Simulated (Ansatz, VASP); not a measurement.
**Ta4O in VASP and in Ansatz**

```
Ta O
1.0
     3.25750    0.00000    0.00000
     0.00000    3.25750    0.00000
     0.00000    0.00000    7.40934
Ta O
4 1
Direct
  0.00000 0.00000 0.00000
  0.50000 0.50000 0.21684
  0.50000 0.50000 0.78316
  0.00000 0.00000 0.50000
  0.50000 0.50000 0.50000
```

The cell comes from a database or a generator and needn't be the stable form of this composition.

Alike in both runs: functional PBEsol; k mesh 8 × 8 × 4; occupations fermi-dirac, width 0.05 eV; no spin polarisation; Hubbard terms Ta d U = 4.0 eV.

```csv
,VASP,Ansatz
version,VASP 6.6.1,Ansatz 0.2.0
potentials or method,"VASP PAW PBE potentials, release 64 (Ta_pv, O)",Ansatz PAW
plane-wave cutoff (eV),520,420
valence electrons in the cell,50,58
task,single point,band structure
```

VASP gave:

* gap on the k mesh at the Fermi level (eV): none
* pressure (GPa): 4.3
* largest component of the traceless stress (GPa): 1.50
* rms of the force components (eV/Å): 0.160

Task: What did Ansatz give for the same quantities?

Result: gap on the k mesh at the Fermi level (eV): none; pressure (GPa): -4.1; largest component of the traceless stress (GPa): 3.33; rms of the force components (eV/Å): 0.204.

The programs project onto different local orbitals, so the same U acts differently. Atom by atom the forces differ by 0.045 eV/Å (rms over components). A gap of «none» marks a metal or a gap that the smearing closes. The two sets of potentials don't hold the same shells in valence.

Caveats: U without spin polarisation on a metal has little footing; the PAW data sets were made with another functional, which shifts forces and pressure a little (VASP); spin-orbit coupling is left out, which moves the levels of the heavy elements (Ansatz); the PAW data sets come from PBE, with cores solved anew for the run's functional, which leaves a small shift of forces and pressure (Ansatz). Spin-orbit coupling is left out, which matters for the levels of Ta.
